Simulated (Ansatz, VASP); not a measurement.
## Cross-check of In between VASP and Ansatz

Aim: how closely do two programs agree when they are given the same cell, functional and k mesh? The cell is taken from a series of runs on this material, whose earlier steps may have relaxed, scaled, displaced or heated it; both programs get it as it stands.

Method: plane waves, with VASP 6.6.1 beside it; relaxation of cell and atoms at PBEsol, in Ansatz 0.2.0.

### Step 1. Set-up

The structure is tetragonal, space group I4/mmm (No. 139). The conventional cell has a = 3.189 Å, b = 3.189 Å, c = 5.022 Å, α = 90.00°, β = 90.00°, γ = 90.00°. Nearest to In lie 12 In at 3.19 to 3.37 Å.

### Step 2. Ansatz: relaxation of cell and atoms, PBEsol

Ansatz runs on its default PAW (the set named soft_2) files.

The relaxed volume is the usual yardstick between codes: in a stiff, nearly cubic crystal its relative difference is about their pressure difference at one cell divided by the bulk modulus.

The input, input.yaml:

```yaml
crystal:
  lattice:
    - [-1.5945393832, 1.5945393832, 2.5108813444]
    - [1.5945393832, -1.5945393832, 2.5108813444]
    - [1.5945393832, 1.5945393832, -2.5108813444]
  atoms:
    - { symbol: In, position: [0.0, 0.0, 0.0] }
kpoints:
  mp_grid: { grid: [16, 16, 16] }
hamiltonian:
  xc: pbesol
scf:
  occupations: { method: methfessel_paxton, width: 0.15 }
output:
  forces: true
  stress: true
  eigenvalues: true
relax:
  adjacent_minimum: "off"
  f_tol: 0.001
  max_steps: 60
  cell: { stress_tol: 0.01 }
```

Started as:

```bash
$ ansatz run input.yaml --threads 4 --pin off --max-ram 7168MiB --backend cpu --events-out ev --progress --plain --runs-dir out
```

Numbers of over 12 decimals in the logs are rounded to 6 here.

The program printed:

```text
Engine: ansatz 0.2.0, aarch64-unknown-linux-gnu
Pseudopotentials: kind: paw
Pseudopotential: In, paw, valence charge 13, recommended cutoff 420 eV (normal), In.paw.azcp
Functional definition: PBEsol
  exchange = pbesol_x
  correlation = pbesol_c
Crystal: 1 atoms, lattice volume = 25.536 Å³
Basis set: ecut = 420 eV, 501 PW (Γ), exchange–correlation on 48×48×48 points (8 copies of the dense FFT grid, shifted against one another)
Bands: 11, of which v1, the nominal top of the filled ones, is band 7 counted from 1 (6 counted from 0)
Symmetry: 16 space group operations
Space group: I4/mmm (ITA 139), of the structure as read, at distance tolerance 2.9e-5 Å
k-points: 349 of 4096
Non-local potential: In, projectors of the file, l = 0: 2, l = 1: 2, l = 2: 2, l = 3: 2
PAW form: soft (Blöchl's): semilocal exchange-correlation on the pseudo side does not see the compensation charge
PAW frozen core: In, regenerated for the run's functional, and the local potential with it (the file was generated under x = pbe(κ = 0.804, μ = 0.219515), c = pbe(β = 0.066725))
PAW one-centre angular grid: In, 590 points (default); XC on 64 Gauss nodes
Initial density: superposition of atomic densities (neutral atoms: chi_scale 0, normalization atom), corrected by the library's trained network
Initial wavefunctions: pseudopotential atomic-orbital guess
Functional: x = pbesol(κ = 0.804, μ = 0.123457), c = pbesol(β = 0.046)
SCF iter   1: F=—  HF=-5525.411591 eV  |F-HF|=—  |Δ(HF+E_count)|=         —  Δρ=3.21e-3  dr2=2.47e-3  ethr=1.77e-3  ⟨swp⟩=5.0  Hψ=22494  notcnv=0
preconditioner: auto → none  [metal: Δε(μ)=0.029 eV  Ē_g=19.742 eV  σ=0.150 eV  W_gap=0.16  n_scr=8 (ndim 8)  ℏωp=26.5 eV  f_vac=0.000  D(μ)=0.30/eV (n_scr^D=0)  sad-step TF]
SCF iter   2: F=—  HF=-5525.409921 eV  |F-HF|=—  |Δ(HF+E_count)|=   1.67e-3  S|Δr|=    0.00e0  Δρ=1.28e-3  dr2=5.12e-4  ethr=1.90e-5  ⟨swp⟩=1.9  Hψ=8049  notcnv=0
SCF iter   3: F=—  HF=-5525.409709 eV  |F-HF|=—  |Δ(HF+E_count)|=   2.12e-4  S|Δr|=    0.00e0  Δρ=3.56e-4  dr2=1.56e-5  ethr=3.94e-6  ⟨swp⟩=2.0  Hψ=5901  notcnv=0  defer=1
SCF iter   4: F=—  HF=-5525.409704 eV  |F-HF|=—  |Δ(HF+E_count)|=   5.04e-6  S|Δr|=    0.00e0  Δρ=7.23e-5  dr2=1.17e-6  ethr=1.20e-7  ⟨swp⟩=2.0  Hψ=5777  notcnv=0
SCF iter   5: F=-5525.409704 eV  HF=-5525.409704 eV  |F-HF|=2.44e-10  |Δ(HF+E_count)|=   5.57e-7  S|Δr|=    0.00e0  Δρ=4.19e-6  dr2=5.94e-9  ethr=7.69e-10  ⟨swp⟩=7.0  Hψ=19449  notcnv=0
SCF 1 converged in 5 iterations: F = -5525.409704 eV  dr2 = 5.94e-9
  greatest PAW one-centre occupation: 0.982 electrons in one spin orbital (limit 2), on the In atom at site 0 (counted from 0), in its partial waves of l = 2
relax step   1: F+E_penalty+E_count = -5525.40970361 eV  Δ(F+E_penalty+E_count) = +0.000e0 eV  max|allowed force component| = 0.000e0 eV/Å  Δτ_max = 0.0000 Å  P = -0.003 GPa  Ω = 25.536 Å³  (5 SCF iters, dr2 threshold 1.00e-7 eV, accepted)
Initial density: handed on by an earlier stage of this run
Initial wavefunctions: pseudopotential atomic-orbital guess (no wavefunctions were taken with the density)
iter 1 solved again at ethr=5.02e-8 eV; its pass at ethr=3.10e-3 eV (dr2=6.52e-6 eV) is discarded
SCF iter   1: F=—  HF=-5525.409704 eV  |F-HF|=—  |Δ(HF+E_count)|=         —  Δρ=4.23e-6  dr2=6.14e-9  ethr=5.02e-8  ⟨swp⟩=3.3  Hψ=33382  notcnv=0
preconditioner: auto → none  [metal: Δε(μ)=0.033 eV  Ē_g=19.815 eV  σ=0.150 eV  W_gap=0.18  n_scr=8 (ndim 8)  ℏωp=26.5 eV  f_vac=0.000  D(μ)=0.30/eV (n_scr^D=0)]
SCF iter   2: F=—  HF=-5525.409704 eV  |F-HF|=—  |Δ(HF+E_count)|=   4.14e-7  S|Δr|=    0.00e0  Δρ=2.80e-6  dr2=1.19e-9  ethr=4.72e-11  ⟨swp⟩=2.1  Hψ=6052  notcnv=0
SCF iter   3: F=—  HF=-5525.409704 eV  |F-HF|=—  |Δ(HF+E_count)|=  8.71e-10  S|Δr|=    0.00e0  Δρ=6.38e-7  dr2=1.07e-10  ethr=9.16e-12  ⟨swp⟩=2.0  Hψ=5953  notcnv=0
SCF iter   4: F=—  HF=-5525.409704 eV  |F-HF|=—  |Δ(HF+E_count)|=  8.82e-11  S|Δr|=    0.00e0  Δρ=4.80e-8  dr2=2.06e-13  ethr=1.00e-12  ⟨swp⟩=4.4  Hψ=18507  notcnv=0
SCF iter   5: F=-5525.409704 eV  HF=-5525.409704 eV  |F-HF|=9.09e-13  |Δ(HF+E_count)|=    0.00e0  S|Δr|=    0.00e0  Δρ=1.94e-8  dr2=5.26e-14  ethr=1.00e-12  ⟨swp⟩=4.0  Hψ=11470  notcnv=0
SCF 2 converged in 5 iterations: F = -5525.409704 eV  dr2 = 5.26e-14
relax step   2: F+E_penalty+E_count = -5525.40970361 eV  Δ(F+E_penalty+E_count) = -1.433e-9 eV  max|allowed force component| = 0.000e0 eV/Å  Δτ_max = 0.0000 Å  P = -0.003 GPa  Ω = 25.536 Å³  stress off target by 3.12e-3 GPa  SCF on the basis re-selected at this cell (its energy is not comparable with the rows above)  (5 SCF iters)
basis re-selected at this cell: Δ(F+E_penalty+E_count) = -1.433e-9 eV, ΔP = +0.000 GPa vs the last step (what re-selecting the basis moved, of the pressure what is left beyond the Pulay correction that the steps carried, after the strain that the cell walked since its last selection, with what the two solves' SCF thresholds leave and, on support functions, any second-order correction that the steps lacked; it is no measure of the basis error at this ecutwfc). This SCF's stress stands 3.12e-3 GPa from its target on what of the cell is left free (relax.cell.stress_tol is 1.00e-2 GPa) and its largest allowed force component is 0.00e0 eV/Å (relax.f_tol is 1.00e-3 eV/Å): [rest of the remark cut]
SCF converged after 5 iterations
Stability not checked: this state was not tested for a lower state beside it, because cold or Methfessel-Paxton smearing, or corrected tetrahedra, fill the levels in a way that the test cannot read (fill_not_monotonic; see scf.lower_state_search)
Free energy (F): -5525.409704 eV
Harris-Foulkes:  -5525.409704 eV  (|F-HF|=9.09e-13)
Internal energy: -5525.410190 eV  (E = F + TS)
E sigma→0 (E₀):  -5525.409825 eV
Entropy (-TS):   0.000486 eV (0.486 meV/atom)
Fermi energy:    10.421917 eV
--- Per-component energies (eV) ---
  E_band       = -20.802343
  E_kinetic    = 241.901040
  E_local      = -1061.638229  (includes V_loc(G=0)·N_el)
  E_nonlocal   = 367.380837
  E_hartree    = 415.415190
  E_xc         = -214.245419
  E_vxc        = -100.675007  (∫ρ·V_xc dr)
  E_paw        = -4081.402198  (= ΣΔE_a)
  E_vpaw       = -298.601381  (= ΣTr[D̂ρ^β])
  E_aug_tail   = 0.000025  (compensation charges beyond the density's cutoff)
  E_ewald      = -1193.057339
  E_core_change = 0.235902  (= ΣΔE_core)
  E_smearing   = 0.000486  (= −TS)
  E_closure    = 0.000000  (closes the sum)
  Σ components = -5525.409704   (vs F -5525.409704, Δ=0.00e0)
--- Forces (eV/Å), atoms counted from 1 ---
  atom   1  In     0.00000000    -0.00000000    -0.00000000
  max |Σ_I F_I| component: 4.62e-33 eV/Å
--- Stress (GPa, compression-positive) ---
       -0.003123       0.000000      -0.000000
        0.000000      -0.003123       0.000000
       -0.000000       0.000000      -0.002073
  P = ⅓ Tr σ = -0.0028 GPa (-0.028 kbar)
--- Band table (eV; the first three rows and the last of 349) ---
  k-point 0: bands = [... 3 lower, -4.0584, -3.8946, 0.6970, 21.1705, 21.1705, 21.3989, 22.1206, 24.6080]
  k-point 1: bands = [... 3 lower, -4.0520, -3.9038, 0.8215, 20.3642, 20.6104, 20.7019, 21.5627, 25.0003]
  k-point 2: bands = [... 3 lower, -4.0376, -3.9280, 1.1974, 18.9283, 19.2238, 19.7080, 20.6216, 24.9218]
  k-point 348: bands = [... 3 lower, -3.7791, -3.7791, 7.1215, 7.4665, 15.5493, 15.5493, 19.0371, 19.1575]
--- Relaxed structure (1 steps of the walk, 1 accepted, 1 SCFs on fresh bases) ---
  F+E_penalty+E_count = -5525.40970361 eV   max|allowed force component| = 0.000e0 eV/Å   (the final SCF, on the basis selected at the relaxed cell)
  cell:  # Å, volume = 25.5362 Å³
    - [-1.5945393832, 1.5945393832, 2.5108813444]
    - [1.5945393832, -1.5945393832, 2.5108813444]
    - [1.5945393832, 1.5945393832, -2.5108813444]
  atoms:
    - { symbol: In, position: [0.0, 0.0, 0.0] }
```

### Step 3. VASP: relaxation of cell and atoms, PBEsol

The same cell, functional, mesh and smearing now go to VASP, with its own data sets.

Lines of VASP's logs that name or quote its potential files are left out, and so is its time.

The input, INCAR:

```
SYSTEM = In
PREC = Accurate
ENCUT = 500
EDIFF = 1E-07
NELM = 120
ISMEAR = 1
SIGMA = 0.15
LREAL = .FALSE.
ALGO = Normal
GGA = PS
NBANDS = 12
LORBIT = 11
LWAVE = .FALSE.
LCHARG = .FALSE.
ISIF = 3
IBRION = 2
NSW = 80
EDIFFG = -0.005
LASPH = .TRUE.
GGA_COMPAT = .FALSE.
NELMIN = 4
```

The input, POSCAR:

```
In
1.0
   -1.5945390000      1.5945390000      2.5108810000
    1.5945390000     -1.5945390000      2.5108810000
    1.5945390000      1.5945390000     -2.5108810000
In
1
Direct
    0.0000000000      0.0000000000      0.0000000000
```

The input, KPOINTS:

```
Automatic mesh
0
Gamma
16 16 16
0 0 0
```

Potentials, in the order of the species: In_d (PBE family, release 64).

Started as:

```bash
$ mpirun -np 1 vasp_std
```

The program printed:

```text
[banner, memory and clock lines left out]
running    1 mpi-ranks, on    1 nodes
 distrk:  each k-point on    1 cores,    1 groups
 distr:  one band on    1 cores,    1 groups

 POSCAR found type information on POSCAR In
 POSCAR found :  1 types and       1 ions
|                                                                             |
|               ----> ADVICE to this user running VASP <----                  |
|                                                                             |
|     You enforced a specific xc type in the INCAR file but a different       |
|     [... a line on the potential file left out ...]
|     I HOPE YOU KNOW WHAT YOU ARE DOING!                                     |
|                                                                             |

 LDA part: xc-table for (Slater+PW92), standard interpolation
 POSCAR, INCAR and KPOINTS ok, starting setup
 FFT: planning ... GRIDC
 FFT: planning ... GRID_SOFT
 FFT: planning ... GRID
 WAVECAR not read
 entering main loop
       N       E                     dE             d eps       ncg     rms          rms(c)
DAV:   1     0.761617628030E+02    0.76162E+02   -0.60949E+03  8520   0.134E+03
DAV:   2     0.568436862560E+00   -0.75593E+02   -0.73609E+02  8752   0.286E+02
DAV:   3    -0.294979909036E+01   -0.35182E+01   -0.35081E+01 10076   0.630E+01
DAV:   4    -0.302812700683E+01   -0.78328E-01   -0.78304E-01 10600   0.930E+00
DAV:   5    -0.303152374456E+01   -0.33967E-02   -0.33966E-02 11524   0.172E+00    0.241E+00
DAV:   6    -0.299383073156E+01    0.37693E-01   -0.60653E-02 10568   0.513E+00    0.115E+00
DAV:   7    -0.298676832238E+01    0.70624E-02   -0.15951E-02 11192   0.242E+00    0.291E-01
DAV:   8    -0.298609864879E+01    0.66967E-03   -0.91779E-04 10976   0.518E-01    0.252E-02
DAV:   9    -0.298610113854E+01   -0.24897E-05   -0.13502E-05 12524   0.455E-02    0.163E-02
DAV:  10    -0.298610187041E+01   -0.73187E-06   -0.10020E-06 10288   0.126E-02    0.698E-04
DAV:  11    -0.298610189950E+01   -0.29090E-07   -0.27033E-08  6952   0.283E-03
   1 F= -.29861019E+01 E0= -.29862625E+01  d E =-.298610E+01
 curvature:   0.00 expect dE= 0.000E+00 dE for cont linesearch  0.000E+00
 trial: gam= 0.00000 g(F)=  0.150E-60 g(S)=  0.450E-05 ort = 0.000E+00 (trialstep = 0.100E+01)
 search vector abs. value=  0.450E-05
 bond charge predicted
       N       E                     dE             d eps       ncg     rms          rms(c)
DAV:   1    -0.298620360493E+01   -0.10173E-03   -0.22150E-03 10612   0.994E-01    0.606E-02
DAV:   2    -0.298611375562E+01    0.89849E-04   -0.16768E-04 10312   0.285E-01    0.211E-02
DAV:   3    -0.298610224018E+01    0.11515E-04   -0.34446E-05 12308   0.124E-01    0.838E-03
DAV:   4    -0.298610228483E+01   -0.44645E-07   -0.88139E-07  9524   0.908E-03
   2 F= -.29861023E+01 E0= -.29862648E+01  d E =-.385326E-06
 trial-energy change:   -0.000000  1 .order   -0.000000   -0.000004    0.000004
 step:   0.5047(harm=  0.5047)  dis= 0.00000  next Energy=    -2.986103 (dE=-0.114E-05)
 bond charge predicted
       N       E                     dE             d eps       ncg     rms          rms(c)
DAV:   1    -0.298612759539E+01   -0.25355E-04   -0.54381E-04 10664   0.495E-01    0.305E-02
DAV:   2    -0.298610648568E+01    0.21110E-04   -0.41738E-05 10328   0.142E-01    0.106E-02
DAV:   3    -0.298610350872E+01    0.29770E-05   -0.85110E-06 12532   0.612E-02    0.398E-03
DAV:   4    -0.298610320883E+01    0.29989E-06   -0.20236E-07  8032   0.450E-03    0.217E-03
DAV:   5    -0.298610295575E+01    0.25308E-06   -0.50283E-08  5332   0.185E-03    0.579E-04
DAV:   6    -0.298610287341E+01    0.82337E-07   -0.16707E-08  4552   0.173E-03
   3 F= -.29861029E+01 E0= -.29862646E+01  d E =-.973905E-06
 curvature:  -0.25 expect dE=-0.632E-08 dE for cont linesearch -0.488E-09
 trial: gam=-0.01516 g(F)=  0.150E-60 g(S)=  0.251E-07 ort = 0.933E-07 (trialstep = 0.901E+00)
 search vector abs. value=  0.234E-07
 reached required accuracy - stopping structural energy minimisation
```

From OUTCAR (step 3):

```text
ion  position               nearest neighbor table
   1  0.000  0.000  0.000-

  LATTYP: Found a body centered tetragonal cell.
 ALAT       =     3.1890780000
 C/A-ratio  =     1.5746751883

 Subroutine GETGRP returns: Found 16 space group operations
 (whereof 16 operations were pure point group operations)

The static configuration has the point symmetry D_4h.

 Found    349 irreducible k-points:

   k-points           NKPTS =    349   k-points in BZ     NKDIM =    349   number of bands    NBANDS=     12

   dimension x,y,z NGX =    28 NGY =   28 NGZ =   28
   dimension x,y,z NGXF=    56 NGYF=   56 NGZF=   56

   ENCUT  =  500.0 eV  36.75 Ry    6.06 a.u.   6.15  6.15  6.15*2*pi/ulx,y,z

   NELECT =      13.0000    total number of electrons

 k-points in reciprocal lattice and weights: Automatic mesh
   0.00000000  0.00000000  0.00000000       0.000
   0.06250000  0.00000000  0.00000000       0.002
   0.12500000  0.00000000  0.00000000       0.002
   0.18750000 -0.00000000  0.00000000       0.002
   0.25000000  0.00000000  0.00000000       0.002
   0.31250000  0.00000000 -0.00000000       0.002
   0.37500000 -0.00000000  0.00000000       0.002
   0.43750000 -0.00000000  0.00000000       0.002
   0.50000000  0.00000000  0.00000000       0.001
[...]
-0.43750000 -0.43750000  0.43750000       0.000
   0.50000000  0.50000000  0.50000000       0.000

 average (electrostatic) potential at core
       1 -93.4121

 E-fermi :   7.6267

 k-point     1 :       0.0000    0.0000    0.0000
  band No.  band energies     occupation
    ...
      2      -6.8803      2.00000
      3      -6.8803      2.00000
      4      -6.8416      2.00000
      5      -6.6767      2.00000
      6      -2.1016      2.00000
      7      18.3803      0.00000
      8      18.3803      0.00000
      9      18.6076      0.00000
     10      19.3429      0.00000
     11      21.8328      0.00000
    ...

 k-point     2 :       0.0625    0.0000    0.0000
  band No.  band energies     occupation
    ...
      2      -6.8821      2.00000
      3      -6.8739      2.00000
      4      -6.8392      2.00000
      5      -6.6803      2.00000
      6      -2.0141      2.00000
      7      17.2906      0.00000
      8      18.2713      0.00000
      9      18.2892      0.00000
     10      19.2050      0.00000
     11      21.6747      0.00000
    ...

 k-point     3 :       0.1250    0.0000    0.0000
  band No.  band energies     occupation
    ...
      2      -6.8914      2.00000
      3      -6.8571      2.00000
      4      -6.8253      2.00000
      5      -6.6890      2.00000
      6      -1.7498      2.00000
      7      15.1794      0.00000
      8      17.6398      0.00000
      9      18.0746      0.00000
     10      19.1758      0.00000
     11      20.9270      0.00000
    ...

  Total        0.0001963      0.0001963     -0.0006652      0.0000000      0.0000000      0.0000000
  in kB        0.0123196      0.0123196     -0.0417515      0.0000000      0.0000000      0.0000000
  external PRESSURE =      -0.0057041 kB  Pullay stress =       0.0000000 kB

  energy-cutoff  :      500.00
  volume of cell :       25.53
      direct lattice vectors                 reciprocal lattice vectors
    -1.594332331  1.594332331  2.510511280     0.000000000  0.313610902  0.199162618
     1.594332331 -1.594332331  2.510511280     0.313610902  0.000000000  0.199162618
     1.594332331  1.594332331 -2.510511280     0.313610902  0.313610902  0.000000000

 POSITION                                       TOTAL-FORCE (eV/Angst)
 -----------------------------------------------------------------------------------
      0.00000      0.00000      0.00000         0.000000     -0.000000      0.000000
 -----------------------------------------------------------------------------------
    total drift:                               -0.000000     -0.000000     -0.000000

  FREE ENERGIE OF THE ION-ELECTRON SYSTEM (eV)
  ---------------------------------------------------
  free  energy   TOTEN  =        -2.9861028734 eV

  energy  without entropy=       -2.9865880655  energy(sigma->0) =       -2.98626460

 reached required accuracy - stopping structural energy minimisation

 total charge
# of ion       s       p       d       tot
------------------------------------------
    1        0.992   0.510   9.851  11.353

[... 3 further parts left out ...]
```

CONTCAR:

```
In
   1.00000000000000
    -1.5943323306172938    1.5943323306172938    2.5105112801964506
     1.5943323306172938   -1.5943323306172938    2.5105112801964506
     1.5943323306172938    1.5943323306172938   -2.5105112801964506
  In
     1
Direct
     0.0000000000000000    0.0000000000000000    0.0000000000000000
```

This run has no spin polarisation. Its electron count is odd, so without a moment it is a metal by construction. The run keeps the 16 symmetry operations of its start, so it cannot find a distortion of lower symmetry.

### Step 4. Comparison

Known differences besides the potentials themselves: the cutoff is 420 eV in Ansatz and 500 eV in VASP; Ansatz makes its cores anew for this functional, VASP keeps those of its PBE data sets; Ansatz adds a Pulay correction to the stress that steers its cell, VASP none. Total energies have different zeros and are not compared.

Compared:

```csv
quantity,Ansatz,VASP,difference
volume (Å³),25.54,25.53,+0.04 %
"edge a after relaxation, in the typed setting (Å)",3.375,3.374,+0.01 %
```

### Step 5. What came out

```json
{
  "difference in volume (relaxation of cell and atoms, PBEsol)": "0.041 %"
}
```

The difference in volume is 0.041 % (relaxation of cell and atoms, PBEsol), within the 1.2 % picked in this series as the mark of a large difference, as far as the stopping tolerances let one tell. How closely two codes agree says nothing of how well the functional describes the real material.

[Lines on the potential files, build, host, timing and source positions are cut from VASP's logs without a mark.]

[Logs are printed without paths, hosts, clocks, repeated set-up lines and the standing remarks that a program may print on its own settings, such as how far it seeks lower states.]

[Hosts, paths, dates, database ids (printed as entryN), source tags and the programs' standing remarks are cut or masked in the printed files.]
